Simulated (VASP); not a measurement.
# Quasiparticle energies of C (Diamond) in VASP, part 2 of 3

Aim: the quasiparticle gap of C (Diamond), and what it costs to get it. The cell has space group Fd-3m. The start is a cell from a database of measured crystal structures.

VASP 6.6.1, plane waves and PAW; the level of theory is named at each step.

So far, gap on the k-mesh (eV): step 3 (empty bands, k-mesh 6×6×6) 4.15.

### 4. G0W0, k-mesh 6×6×6

This step: G0W0 on PBE; plane waves and PAW (C_GW) (VASP 6.6.1).

G0W0 keeps orbitals and screening fixed and shifts each of the lowest NBANDSGW levels once.

Contents of INCAR:

```
SYSTEM = C
PREC = Accurate
ENCUT = 440
ISMEAR = 0
SIGMA = 0.01
LREAL = .FALSE.
GGA = PE
NBANDS = 32
ALGO = EVGW0
NELMGW = 1
ENCUTGW = 100
NOMEGA = 48
PRECFOCK = Fast
NBANDSGW = 16
LWAVE = .FALSE.
LCHARG = .FALSE.
```

Contents of POSCAR:

```
C
1.0
    0.0000000000      1.7833700000      1.7833700000
    1.7833700000      0.0000000000      1.7833700000
    1.7833700000      1.7833700000      0.0000000000
C
2
Direct
    0.0000000000      0.0000000000      0.0000000000
    0.2500000000      0.2500000000      0.2500000000
```

Contents of KPOINTS:

```
Automatic mesh
0
Gamma
6 6 6
0 0 0
```

The projector-augmented-wave data sets are C_GW (PBE family, release 64).

On the command line:

```console
> mpirun -np 8 vasp_std
```

The log of the run:

```text
[banner, memory and clock lines left out]
running    8 mpi-ranks, on    1 nodes
 distrk:  each k-point on    8 cores,    1 groups
 distr:  one band on    1 cores,    8 groups

 POSCAR found type information on POSCAR C
 POSCAR found :  1 types and       2 ions
 [... a notice as in an earlier step ...]

|                                                                             |
|           W    W    AA    RRRRR   N    N  II  N    N   GGGG   !!!           |
|           W    W   A  A   R    R  NN   N  II  NN   N  G    G  !!!           |
|           W    W  A    A  R    R  N N  N  II  N N  N  G       !!!           |
|           W WW W  AAAAAA  RRRRR   N  N N  II  N  N N  G  GGG   !            |
|           WW  WW  A    A  R   R   N   NN  II  N   NN  G    G                |
|           W    W  A    A  R    R  N    N  II  N    N   GGGG   !!!           |
|                                                                             |
|     The default for ENCUTGWSOFT is different in this version of VASP.       |
|     please manually set ENCUTGWSOFT =100 in the INCAR file.                 |
|                                                                             |

 LDA part: xc-table for (Slater+PW92), standard interpolation
 found WAVECAR, reading the header
 POSCAR, INCAR and KPOINTS ok, starting setup
 FFT: planning ... GRIDC
 FFT: planning ... GRID_SOFT
 FFT: planning ... GRID
 reading WAVECAR
 the WAVECAR file was read successfully
 initial charge from wavefunction
 available memory per node:     93.42 GB, setting MAXMEM to     95662

 The Fermi energy was updated, please check that it is located mid-gap
 values below the HOMO (VB) or above the LUMO (CB) will cause erroneous energies
 E-fermi :  11.8419

 calculate exact exchange contribution
 the WAVEDER file was read successfully
energies w=
    0.000    0.000    1.272    0.000    2.539    0.000    3.795    0.000
    5.037    0.000    6.262    0.000    7.466    0.000    8.649    0.000
    9.810    0.000   10.950    0.000   12.069    0.000   13.170    0.000
   14.255    0.000   15.327    0.000   16.390    0.000   17.446    0.000
   18.501    0.000   19.558    0.000   20.622    0.000   21.698    0.000
   22.791    0.000   23.907    0.000   25.052    0.000   26.235    0.000
   27.463    0.000   28.745    0.000   30.093    0.000   31.520    0.000
   33.039    0.000   34.670    0.000   36.434    0.000   38.358    0.000
   40.475    0.000   42.825    0.000   45.464    0.000   48.459    0.000
   51.901    0.000   55.912    0.000   60.661    0.000   66.386    0.000
   73.435    0.000   82.338    0.000   93.945    0.000  109.698    0.000
  132.274    0.000  167.248    0.000  228.485    0.000  362.667    0.000
 responsefunction array rank=      32
 LDA part: xc-table for (Slater+PW92), standard interpolation

 min. memory requirement per mpi rank     46.6 MB, per node    372.5 MB

 allocating   6 responsefunctions rank=    32
 shmem allocating  48 responsefunctions rank=    32
 response function shared by NCSHMEM nodes    1
 Doing            6  frequencies on each core in blocks of           48
NQ=   1    0.0000    0.0000    0.0000,
|.........|.........|.........|.........|.........|.........|.........|.........
 performed         64000 updates of chi_q(r,r)
 total number of BLAS operations          0.38 Gflops
NQ=   2    0.1667    0.0000    0.0000,
|.........|.........|.........|.........|.........|.........|.........|.........
 performed        198000 updates of chi_q(r,r)
 total number of BLAS operations          1.00 Gflops
NQ=   3    0.3333    0.0000    0.0000,
|.........|.........|.........|.........|.........|.........|.........|.........
 performed        332000 updates of chi_q(r,r)
 total number of BLAS operations          1.84 Gflops
NQ=   4    0.5000    0.0000    0.0000,
|.........|.........|.........|.........|.........|.........|.........|.........
 performed        441000 updates of chi_q(r,r)
 total number of BLAS operations          2.27 Gflops
NQ=   5    0.1667    0.1667    0.0000,
|.........|.........|.........|.........|.........|.........|.........|.........
 performed        575000 updates of chi_q(r,r)
 total number of BLAS operations          2.83 Gflops
NQ=   6    0.3333    0.1667    0.0000,
|.........|.........|.........|.........|.........|.........|.........|.........
 performed        797000 updates of chi_q(r,r)
 total number of BLAS operations          3.95 Gflops
NQ=   7    0.5000    0.1667    0.0000,
|.........|.........|.........|.........|.........|.........|.........|.........
 performed       1019000 updates of chi_q(r,r)
 total number of BLAS operations          5.15 Gflops
NQ=   8   -0.3333    0.1667    0.0000,
|.........|.........|.........|.........|.........|.........|.........|.........
 performed       1241000 updates of chi_q(r,r)
 total number of BLAS operations          6.26 Gflops
NQ=   9   -0.1667    0.1667    0.0000,
|.........|.........|.........|.........|.........|.........|.........|.........
 performed       1430000 updates of chi_q(r,r)
 total number of BLAS operations          7.00 Gflops
NQ=  10    0.3333    0.3333    0.0000,
|.........|.........|.........|.........|.........|.........|.........|.........
 performed       1564000 updates of chi_q(r,r)
 total number of BLAS operations          7.78 Gflops
NQ=  11    0.5000    0.3333    0.0000,
|.........|.........|.........|.........|.........|.........|.........|.........
 performed       1786000 updates of chi_q(r,r)
 total number of BLAS operations          8.89 Gflops
NQ=  12   -0.3333    0.3333    0.0000,
|.........|.........|.........|.........|.........|.........|.........|.........
 performed       1975000 updates of chi_q(r,r)
 total number of BLAS operations          9.92 Gflops
NQ=  13    0.5000    0.5000    0.0000,
|.........|.........|.........|.........|.........|.........|.........|.........
 performed       2070000 updates of chi_q(r,r)
 total number of BLAS operations         10.29 Gflops
NQ=  14    0.5000    0.3333    0.1667,
|.........|.........|.........|.........|.........|.........|.........|.........
 performed       2323000 updates of chi_q(r,r)
 total number of BLAS operations         11.76 Gflops
NQ=  15   -0.3333    0.3333    0.1667,
|.........|.........|.........|.........|.........|.........|.........|.........
 performed       2559000 updates of chi_q(r,r)
 total number of BLAS operations         13.47 Gflops
NQ=  16   -0.3333    0.5000    0.1667,
|.........|.........|.........|.........|.........|.........|.........|.........
 performed       2749000 updates of chi_q(r,r)
 total number of BLAS operations         14.67 Gflops
 resolving degeneracies of screened two electron integrals

 calculate QP shifts <psi_nk| G(iteration)W_0 |psi_nk>: iteration 1
 entering main loop
```

It took 19 s on 8 MPI ranks of AMD EPYC 7R43, shared host; peak memory 0.61 GiB; 2.4 min of CPU time.

OUTCAR, selected parts (step 4):

```text
 Found     16 irreducible k-points:

   k-points           NKPTS =     16   k-points in BZ     NKDIM =    216   number of bands    NBANDS=     32

   NELECT =       8.0000    total number of electrons

 E-fermi :  11.8419

 QP shifts <psi_nk| G(iteration)W_0 |psi_nk>: iteration 1
 for sc-GW calculations column KS-energies equals QP-energies in previous step
 and V_xc(KS)=  KS-energies - (<T + V_ion + V_H > + <T+V_H+V_ion>^1  + <V_x>^1)
 k-point   1 :       0.0000    0.0000    0.0000
  band No.  KS-energies  QP-energies   sigma(KS)   V_xc(KS)     V^pw_x(r,r')   Z            occupation Imag(sigma)
      1     -11.7098     -13.0968     -16.6108     -14.7755     -25.4237       0.7558       2.0000       1.4833
      2       9.7647       9.6088     -16.9849     -16.7965     -19.1905       0.8278       2.0000       0.0793
      3       9.7647       9.6088     -16.9849     -16.7965     -19.1905       0.8278       2.0000       0.0793
      4       9.7647       9.6088     -16.9849     -16.7965     -19.1905       0.8278       2.0000       0.0793
      5      15.3571      16.7744     -13.8029     -15.5205      -9.3156       0.8252       0.0000      -0.1084
      6      15.3571      16.7744     -13.8029     -15.5205      -9.3156       0.8252       0.0000      -0.1084
      7      15.3571      16.7744     -13.8029     -15.5205      -9.3156       0.8252       0.0000      -0.1084
      8      23.0835      24.5236     -14.5370     -16.3855      -7.7927       0.7791       0.0000      -0.2499
    ...

 k-point   2 :       0.1667    0.0000    0.0000
  band No.  KS-energies  QP-energies   sigma(KS)   V_xc(KS)     V^pw_x(r,r')   Z            occupation Imag(sigma)
      1     -10.9429     -12.2899     -16.6065     -14.8299     -25.2314       0.7582       2.0000       1.3862
      2       6.0183       5.5033     -16.6754     -16.0423     -19.7816       0.8134       2.0000       0.1179
      3       8.7457       8.5081     -16.8568     -16.5692     -19.2752       0.8258       2.0000       0.0873
      4       8.7457       8.5081     -16.8568     -16.5692     -19.2752       0.8258       2.0000       0.0873
      5      16.7000      18.2072     -13.8941     -15.7318      -9.0850       0.8202       0.0000      -0.1226
      6      16.7000      18.2072     -13.8941     -15.7318      -9.0850       0.8202       0.0000      -0.1226
      7      17.1622      18.5620     -14.0303     -15.7389      -9.1952       0.8192       0.0000      -0.1258
      8      23.7272      25.2387     -14.2189     -16.1668      -7.3393       0.7760       0.0000      -0.2709
    ...

 k-point   3 :       0.3333    0.0000    0.0000
  band No.  KS-energies  QP-energies   sigma(KS)   V_xc(KS)     V^pw_x(r,r')   Z            occupation Imag(sigma)
      1      -8.6940      -9.9286     -16.6570     -15.0253     -24.7004       0.7566       2.0000       1.0881
      2       0.3980      -0.5175     -16.5378     -15.3633     -21.4491       0.7795       2.0000       0.2544
      3       7.4556       7.0891     -16.8866     -16.4392     -19.7336       0.8193       2.0000       0.1017
      4       7.4556       7.0891     -16.8866     -16.4392     -19.7336       0.8193       2.0000       0.1017
      5      18.0452      19.5847     -13.5826     -15.4659      -8.3619       0.8175       0.0000      -0.1385
      6      18.0452      19.5847     -13.5826     -15.4659      -8.3619       0.8175       0.0000      -0.1385
      7      18.3308      19.6176     -14.0762     -15.6549      -8.8396       0.8150       0.0000      -0.1423
      8      25.0167      26.5160     -13.1011     -15.0286      -5.9727       0.7779       0.0000      -0.3128
    ...

[... 8 parts as in an earlier step ...]

[... 5 further parts left out ...]
```

This step gave:

| Quantity | Value |
| --- | --- |
| quasiparticle gap on the mesh | 5.266 eV |
| smallest direct quasiparticle gap on the mesh | 7.166 eV |
| gap of the starting orbitals on the mesh | 4.154 eV |

GW takes the gap from 4.154 to 5.266 eV. The mesh misses a band edge: at the starting level the path gave a gap 0.03 eV smaller. The value holds for 32 bands, ENCUTGW = 100 eV and this mesh, and isn't shown to be converged in them.

### 5. Ground state, k-mesh 8×8×8

This step: PBE; plane waves and PAW (C_GW) (VASP 6.6.1).

The orbitals come from a self-consistent PBE run. A small SIGMA keeps every occupation at zero or full.

Contents of INCAR:

```
SYSTEM = C
PREC = Accurate
ENCUT = 440
EDIFF = 1E-08
NELM = 100
ISMEAR = 0
SIGMA = 0.01
LREAL = .FALSE.
ALGO = Normal
GGA = PE
NBANDS = 10
LORBIT = 11
LWAVE = .TRUE.
LCHARG = .FALSE.
KPAR = 8
```

POSCAR is that of step 4.

Contents of KPOINTS:

```
Automatic mesh
0
Gamma
8 8 8
0 0 0
```

On the command line:

```console
> mpirun -np 8 vasp_std
```

The log of the run:

```text
[banner, memory and clock lines left out]
running    8 mpi-ranks, on    1 nodes
[...]
[... a notice as in an earlier step ...]

 LDA part: xc-table for (Slater+PW92), standard interpolation
 POSCAR, INCAR and KPOINTS ok, starting setup
[...]
entering main loop
       N       E                     dE             d eps       ncg     rms          rms(c)
DAV:   1     0.127075435558E+02    0.12708E+02   -0.44969E+03   580   0.729E+02
DAV:   2    -0.180607810475E+02   -0.30768E+02   -0.28329E+02   744   0.182E+02
DAV:   3    -0.188159473365E+02   -0.75517E+00   -0.75220E+00   732   0.219E+01
DAV:   4    -0.188179919196E+02   -0.20446E-02   -0.20444E-02   676   0.122E+00
[...]
DAV:  11    -0.181652363102E+02   -0.26160E-06   -0.33956E-07   756   0.601E-03    0.390E-04
DAV:  12    -0.181652363904E+02   -0.80163E-07   -0.66404E-09   606   0.102E-03    0.277E-05
DAV:  13    -0.181652363927E+02   -0.22798E-08   -0.44710E-11   336   0.843E-05
   1 F= -.18165236E+02 E0= -.18165236E+02  d E =-.458279E-59
 writing wavefunctions
```

Wall time 1.8 s (8 MPI ranks); peak memory 0.63 GiB; 9.1 s of CPU time.

Parts of OUTCAR (step 5):

```text
  Total       -0.2796796     -0.2796796     -0.2796796      0.0000000      0.0000000     -0.0000000
  in kB      -39.5018108    -39.5018108    -39.5018108      0.0000000      0.0000000     -0.0000000
  external PRESSURE =     -39.5018108 kB  Pullay stress =       0.0000000 kB

 POSITION                                       TOTAL-FORCE (eV/Angst)
 -----------------------------------------------------------------------------------
      0.00000      0.00000      0.00000        -0.000000      0.000000      0.000000
      0.89168      0.89168      0.89168         0.000000     -0.000000     -0.000000
 -----------------------------------------------------------------------------------
    total drift:                               -0.000000     -0.000000     -0.000000

  FREE ENERGIE OF THE ION-ELECTRON SYSTEM (eV)
  ---------------------------------------------------
  free  energy   TOTEN  =       -18.1652363927 eV

  energy  without entropy=      -18.1652363927  energy(sigma->0) =      -18.16523639

[... 1 part as in an earlier step ...]

[... 2 further parts left out ...]
[key lines of the parts left out:]
E-fermi :   9.8740
```

The cell has a gap of 4.13 eV on this mesh and a pressure of -4.0 GPa, which holds the misfit of the given cell and coordinates with this functional, and any error of cutoff, mesh and data sets.

### 6. Empty bands, k-mesh 8×8×8

The empty bands are made again, for the run that follows.

Contents of INCAR:

```
SYSTEM = C
PREC = Accurate
ENCUT = 440
ISMEAR = 0
SIGMA = 0.01
LREAL = .FALSE.
GGA = PE
NBANDS = 32
ALGO = Exact
NELM = 1
LWAVE = .TRUE.
LCHARG = .FALSE.
LOPTICS = .TRUE.
NEDOS = 1000
CSHIFT = 0.1
```

POSCAR is that of step 5.

KPOINTS is that of step 5.

On the command line:

```console
> mpirun -np 8 vasp_std
```

The log of the run:

```text
[... set-up lines as in an earlier step ...]
 entering main loop
       N       E                     dE             d eps       ncg     rms          rms(c)
DIA:   1    -0.181652363910E+02   -0.18165E+02    0.00000E+00     0   0.000E+00
   1 F= -.18165236E+02 E0= -.18165236E+02  d E =-.317924E-14
 writing wavefunctions
 optical routines
 imaginary and real dielectric function
 recalculating local potential from charge density
 direction            1
 direction            2
 direction            3
```

Run time: 2.6 s. Hardware: 8 MPI ranks; peak memory 0.58 GiB.

OUTCAR, selected parts (step 6):

```text
  Total       -0.2796786     -0.2796786     -0.2796786     -0.0000000     -0.0000000      0.0000000
  in kB      -39.5016704    -39.5016704    -39.5016704     -0.0000000     -0.0000000      0.0000000
  external PRESSURE =     -39.5016704 kB  Pullay stress =       0.0000000 kB

  FREE ENERGIE OF THE ION-ELECTRON SYSTEM (eV)
  ---------------------------------------------------
  free  energy   TOTEN  =       -18.1652363910 eV

  energy  without entropy=      -18.1652363910  energy(sigma->0) =      -18.16523639

[... 2 parts as in an earlier step ...]

[... 2 further parts left out ...]
[key lines of the parts left out:]
E-fermi :   9.8096
```

### 7. G0W0, k-mesh 8×8×8

This step: G0W0 on PBE; plane waves and PAW (C_GW) (VASP 6.6.1).

The mesh goes to 8×8×8.

Contents of INCAR:

```
SYSTEM = C
PREC = Accurate
ENCUT = 440
ISMEAR = 0
SIGMA = 0.01
LREAL = .FALSE.
GGA = PE
NBANDS = 32
ALGO = EVGW0
NELMGW = 1
ENCUTGW = 100
NOMEGA = 48
PRECFOCK = Fast
NBANDSGW = 16
LWAVE = .FALSE.
LCHARG = .FALSE.
```

POSCAR is that of step 6.

KPOINTS is that of step 6.

On the command line:

```console
> mpirun -np 8 vasp_std
```

The log of the run:

```text
[banner, memory and clock lines left out]
running    8 mpi-ranks, on    1 nodes
[...]
[... a notice as in an earlier step ...]

 [... a notice as in an earlier step ...]

 LDA part: xc-table for (Slater+PW92), standard interpolation
 found WAVECAR, reading the header
 POSCAR, INCAR and KPOINTS ok, starting setup
[...]
reading WAVECAR
 the WAVECAR file was read successfully
 initial charge from wavefunction
 available memory per node:     93.77 GB, setting MAXMEM to     96023

 The Fermi energy was updated, please check that it is located mid-gap
 values below the HOMO (VB) or above the LUMO (CB) will cause erroneous energies
 E-fermi :  11.8288

 calculate exact exchange contribution
 the WAVEDER file was read successfully
energies w=
    0.000    0.000    1.226    0.000    2.447    0.000    3.658    0.000
    4.856    0.000    6.036    0.000    7.197    0.000    8.338    0.000
    9.457    0.000   10.555    0.000   11.634    0.000   12.696    0.000
[...]
total number of BLAS operations         49.33 Gflops
NQ=  25    0.5000    0.3750    0.1250,
|.........|.........|.........|.........|.........|.........|.........|.........
 performed      10170000 updates of chi_q(r,r)
 total number of BLAS operations         52.10 Gflops
NQ=  26   -0.3750    0.3750    0.1250,
|.........|.........|.........|.........|.........|.........|.........|.........
 performed      10808000 updates of chi_q(r,r)
 total number of BLAS operations         56.40 Gflops
NQ=  27   -0.2500    0.3750    0.1250,
|.........|.........|.........|.........|.........|.........|.........|.........
 performed      11324000 updates of chi_q(r,r)
 total number of BLAS operations         59.87 Gflops
NQ=  28   -0.3750    0.5000    0.1250,
|.........|.........|.........|.........|.........|.........|.........|.........
 performed      11722000 updates of chi_q(r,r)
 total number of BLAS operations         62.03 Gflops
NQ=  29   -0.2500    0.5000    0.2500,
|.........|.........|.........|.........|.........|.........|.........|.........
 performed      11996000 updates of chi_q(r,r)
 total number of BLAS operations         63.75 Gflops
 resolving degeneracies of screened two electron integrals

 calculate QP shifts <psi_nk| G(iteration)W_0 |psi_nk>: iteration 1
 entering main loop
```

It took 77 s on 8 MPI ranks; peak memory 0.91 GiB.

Parts of OUTCAR (step 7):

```text
 QP shifts <psi_nk| G(iteration)W_0 |psi_nk>: iteration 1
 for sc-GW calculations column KS-energies equals QP-energies in previous step
 and V_xc(KS)=  KS-energies - (<T + V_ion + V_H > + <T+V_H+V_ion>^1  + <V_x>^1)
 k-point   1 :       0.0000    0.0000    0.0000
  band No.  KS-energies  QP-energies   sigma(KS)   V_xc(KS)     V^pw_x(r,r')   Z            occupation Imag(sigma)
      1     -11.7117     -13.0926     -16.6044     -14.7761     -25.4254       0.7553       2.0000       1.4761
      2       9.7616       9.6092     -16.9796     -16.7959     -19.1036       0.8295       2.0000       0.0729
      3       9.7616       9.6092     -16.9796     -16.7959     -19.1036       0.8295       2.0000       0.0729
      4       9.7616       9.6092     -16.9796     -16.7959     -19.1036       0.8295       2.0000       0.0729
      5      15.3547      16.7737     -13.8032     -15.5208      -9.3836       0.8261       0.0000      -0.1020
      6      15.3547      16.7737     -13.8032     -15.5208      -9.3836       0.8261       0.0000      -0.1020
      7      15.3547      16.7737     -13.8032     -15.5208      -9.3836       0.8261       0.0000      -0.1020
      8      23.0803      24.5213     -14.5348     -16.3860      -7.8137       0.7784       0.0000      -0.2387
    ...

[... 1 part as in an earlier step ...]

[... 2 further parts left out ...]
[key lines of the parts left out:]
E-fermi :  11.8288
```

The gap is now 5.203 eV, -63 meV against the GW run before.

(Part 2 of 3 ends here.)

[Lines on the potential files, build, host, timing and source positions are cut from VASP's logs without a mark.]

[Logs are printed without paths, hosts, clocks, repeated set-up lines and the standing remarks that a program may print on its own settings, such as how far it seeks lower states.]

[Hosts, paths, dates, database ids (printed as entryN), source tags and the programs' standing remarks are cut or masked in the printed files.]

[Pressures printed for these runs are not shown converged in the cutoff: they can be off by several GPa and have the wrong sign.]
